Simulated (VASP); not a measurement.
LiFeSe2Cl6: single point with PBE

The system is LiFeSe2Cl6.

```
Se Fe Cl Li
1.0
     0.00000    4.83591    4.83591
     4.83591    0.00000    4.83591
     4.83591    4.83591    0.00000
Se Fe Cl Li
2 1 6 1
Direct
  0.75000 0.75000 0.75000
  0.25000 0.25000 0.25000
  0.00000 0.00000 0.00000
  0.76960 0.76960 0.23040
  0.23040 0.23040 0.76960
  0.23040 0.76960 0.76960
  0.76960 0.23040 0.23040
  0.76960 0.23040 0.76960
  0.23040 0.76960 0.23040
  0.50000 0.50000 0.50000
```

The cell was built by a generator and needn't be a form met in nature.

```yaml
Program: VASP 6.6.1
Task: single point
Functional: PBE
Potentials_or_basis: VASP PAW PBE potentials, release 64 (Se, Fe, Cl, Li_sv)
Cutoff: 520 eV
k_mesh: 4 × 4 × 4
Occupations: fermi-dirac, width 0.1 eV
Spin: no spin polarisation
```

```json
{"Largest force": "0.164 eV/Å", "Band gap on the k mesh": "none (metal or under the smearing width)"}
```

Forces in eV/Å, atoms in the order of the input:
```
Se   0.000  0.000  0.000
Se   0.000  0.000  0.000
Fe   0.000  0.000  0.000
Cl   0.000  0.000 -0.164
Cl   0.000  0.000  0.164
Cl  -0.164  0.000  0.000
Cl   0.164  0.000  0.000
Cl   0.000 -0.164  0.000
Cl   0.000  0.164  0.000
Li   0.000  0.000  0.000
```

Levels at points of the mesh, in eV from the Fermi level:
| k point | band 30 | band 31 | band 32 | band 33 | band 34 | band 35 |
| --- | --- | --- | --- | --- | --- | --- |
| (0.00, 0.00, 0.00) | -1.05 | 0.33 | 0.33 | 0.33 | 0.69 | 0.69 |
| (0.50, 0.00, 0.00) | -0.75 | -0.72 | -0.36 | 0.25 | 0.25 | 0.42 |
| (0.50, 0.50, 0.00) | -0.56 | -0.52 | -0.52 | 0.11 | 0.11 | 0.12 |

Run time: 4.7 min on 1 thread of Intel(R) Xeon(R) Platinum 8488C (Sapphire Rapids), on a shared host, peak memory 0.43 GiB.

Caveat: an odd number of electrons without spin polarisation forces a metal; a magnetic or distorted state may lie lower; the run has no spin polarisation, though such a crystal can be magnetic; semilocal functionals often make such compounds metallic where correlation or magnetic order opens a gap, which also shifts bond lengths. Spin polarisation is off, so any magnetic state and its effect on volume and gap are missing.
